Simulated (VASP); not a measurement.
Calculation: PBE GGA, VASP's PBE PAW potentials (set 64) (plane waves; VASP).

The input files of a VASP run:

**POSCAR**
```
YB
1.0
  1.9677260000  -5.1997860000   0.0000000000
  1.9677260000   5.1997860000   0.0000000000
  0.0000000000   0.0000000000   3.8778380000
B Y
2 2
Direct
  0.5640000000   0.4360000000   0.2500000000
  0.4360000000   0.5640000000   0.7500000000
  0.8547500000   0.1452500000   0.2500000000
  0.1452500000   0.8547500000   0.7500000000
```

### INCAR
```
! general
SYSTEM =YB
PREC   =Accurate
ENCUT  =520   ! plane-wave cut-off (eV)
LREAL  =F
LASPH  =T   ! aspherical one-centre terms

! electronic loop
EDIFF  =1E-6   ! SCF stop (eV)
NELM   =100
ALGO   =Normal   ! blocked Davidson
LMAXMIX=4   ! l cut-off of mixed one-centre charges

! smearing
ISMEAR =1   ! Methfessel-Paxton
SIGMA  =0.1

! functional
GGA    =PE   ! PBE

! ions
ISIF   =2   ! forces and stress, cell fixed

! output
LWAVE  =F
LCHARG =F
```

KPOINTS:
```
Regular mesh
0
gamma
8 8 7
0 0 0
```

POTCAR, in this order: B Y_sv (PBE.64 set). Program: vasp_std.

Output of the run:

**OSZICAR**
```
       N       E                     dE             d eps       ncg     rms          rms(c)
DAV:   1     0.111117632232E+03    0.11112E+03   -0.14130E+04  3024   0.147E+03
DAV:   2    -0.197553459136E+02   -0.13087E+03   -0.12825E+03  3782   0.309E+02
DAV:   3    -0.290111605156E+02   -0.92558E+01   -0.90377E+01  5404   0.536E+01
DAV:   4    -0.292647828625E+02   -0.25362E+00   -0.25311E+00  3974   0.888E+00
DAV:   5    -0.292703681951E+02   -0.55853E-02   -0.55836E-02  4466   0.112E+00    0.319E+01
DAV:   6    -0.259996311043E+02    0.32707E+01   -0.17458E+01  3422   0.149E+01    0.299E+01
DAV:   7    -0.260389890028E+02   -0.39358E-01   -0.16230E+00  4676   0.617E+00    0.197E+01
DAV:   8    -0.260450862275E+02   -0.60972E-02   -0.24143E-01  3530   0.325E+00    0.213E+00
DAV:   9    -0.260382629740E+02    0.68233E-02   -0.65650E-02  4064   0.114E+00    0.521E-01
DAV:  10    -0.260384977687E+02   -0.23479E-03   -0.29972E-03  3896   0.339E-01    0.309E-01
DAV:  11    -0.260384962205E+02    0.15482E-05   -0.81770E-04  3686   0.200E-01    0.665E-02
DAV:  12    -0.260385113869E+02   -0.15166E-04   -0.88815E-05  4442   0.661E-02    0.196E-02
DAV:  13    -0.260385117473E+02   -0.36034E-06   -0.30733E-06  3068   0.109E-02
   1 F= -.26038512E+02 E0= -.26039243E+02  d E =0.219407E-02
```

### OUTCAR
```
------------------------ aborting loop because EDIFF is reached ----------------------------------------
  FORCE on cell =-STRESS in cart. coord.  units (eV):
  Direction    XX          YY          ZZ          XY          YZ          ZX
  --------------------------------------------------------------------------------------
  Total       -4.0883790     -7.1433459     -9.3037560      0.0000000     -0.0000000      0.0000000
  in kB      -82.5452287   -144.2256512   -187.8447846      0.0000000     -0.0000000      0.0000000
  external PRESSURE =    -138.2052215 kB  Pullay stress =       0.0000000 kB
  volume of cell :       79.35
      direct lattice vectors                 reciprocal lattice vectors
     1.967726000 -5.199786000  0.000000000     0.254100418 -0.096157803  0.000000000
     1.967726000  5.199786000  0.000000000     0.254100418  0.096157803  0.000000000
     0.000000000  0.000000000  3.877838000     0.000000000  0.000000000  0.257875651
 POSITION                                       TOTAL-FORCE (eV/Angst)
 -----------------------------------------------------------------------------------
      1.96773     -0.66557      0.96946         0.000000      0.783376      0.000000
      1.96773      0.66557      2.90838         0.000000     -0.783376     -0.000000
      1.96773     -3.68925      0.96946         0.000000     -1.362672     -0.000000
      1.96773      3.68925      2.90838         0.000000      1.362672      0.000000
 -----------------------------------------------------------------------------------
    total drift:                               -0.000000     -0.000000      0.000000
  FREE ENERGIE OF THE ION-ELECTRON SYSTEM (eV)
  ---------------------------------------------------
  free  energy   TOTEN  =       -26.0385117473 eV

  energy  without entropy=      -26.0407058184  energy(sigma->0) =      -26.03924310
```
(Selected blocks of OUTCAR.)

The structure was generated: YB was put into the CrB type (Cmcm), which need not be its known phase. The cell was not relaxed at this level.
